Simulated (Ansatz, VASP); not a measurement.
This is a calculation of CuSn3 for Ansatz 0.2.0.

Contents of input.yaml:

```yaml
crystal:
  lattice:
    - [-2.1941778637, 2.1941778637, 4.7712739781]
    - [2.1941778637, -2.1941778637, 4.7712739781]
    - [2.1941778637, 2.1941778637, -4.7712739781]
  atoms:
    - { symbol: Sn, position: [0.5, 0.5, 0.0] }
    - { symbol: Sn, position: [0.25, 0.75, 0.5] }
    - { symbol: Sn, position: [0.75, 0.25, 0.5] }
    - { symbol: Cu, position: [0.0, 0.0, 0.0] }
hamiltonian:
  xc: pbe
  pseudopotentials: { kind: paw }
kpoints:
  mp_grid: { grid: [8, 8, 8] }
scf:
  occupations: { method: fermi_dirac, width: 0.05 }
output:
  forces: true
  stress: true
  eigenvalues: true
```

Potentials or basis: Ansatz PAW.

Run with:

```bash
$ ansatz run input.yaml --threads 2 --pin off --max-ram 5120MiB --backend cpu --events-out ev --progress --plain --runs-dir out
```

**Question.** Translate it to VASP 6.6.1. Potentials there: VASP PAW PBE potentials, release 64 (Sn_d, Cu).

**Answer.** As run (the cutoff follows the program's own potentials):

The input INCAR:

```
PREC     = Accurate       # precision mode
ENCUT    = 520            # plane-wave cutoff, eV
EDIFF    = 1E-7           # SCF threshold, eV
ISMEAR   = -1             # smearing method
SIGMA    = 0.05           # smearing width, eV
LREAL    = F              # projectors in reciprocal space
LASPH    = T              # aspherical terms in the spheres
NELM     = 80             # most SCF steps
ALGO     = Normal         # electronic algorithm
ISIF     = 2              # what is computed and relaxed
LWAVE    = F              # write WAVECAR
LCHARG   = F              # write CHGCAR
GGA      = PE             # functional
NBANDS   = 34             # bands
```

KPOINTS

```
Automatic mesh
0
Gamma
  8 8 8
```

The input POSCAR:

```
CuSn3
1.0
   -2.1941778637      2.1941778637      4.7712739781
    2.1941778637     -2.1941778637      4.7712739781
    2.1941778637      2.1941778637     -4.7712739781
Sn Cu
3 1
Direct
    0.5000000000      0.5000000000      0.0000000000
    0.2500000000      0.7500000000      0.5000000000
    0.7500000000      0.2500000000      0.5000000000
    0.0000000000      0.0000000000      0.0000000000
```

Potentials or basis: VASP PAW PBE potentials, release 64 (Sn_d, Cu).

Command:

```console
$ cat potpaw_PBE.64/Sn_d/POTCAR potpaw_PBE.64/Cu/POTCAR > POTCAR
$ mpirun -np 1 vasp_std > vasp.out
```

Both were run:

|  | VASP | Ansatz | Ansatz less VASP |
| --- | --- | --- | --- |
| gap on the k mesh at the Fermi level (eV) | none | none | - |
| pressure (GPa) | 2.5 | 2.5 | +0.02 |
| largest component of the traceless stress (GPa) | 0.12 | 0.13 | +0.011 |

A gap of «none» marks a metal or a gap that the smearing closes. The functional is the same, so the differences come from potentials, cutoffs and numerics. The two sets of potentials don't hold the same shells in valence.
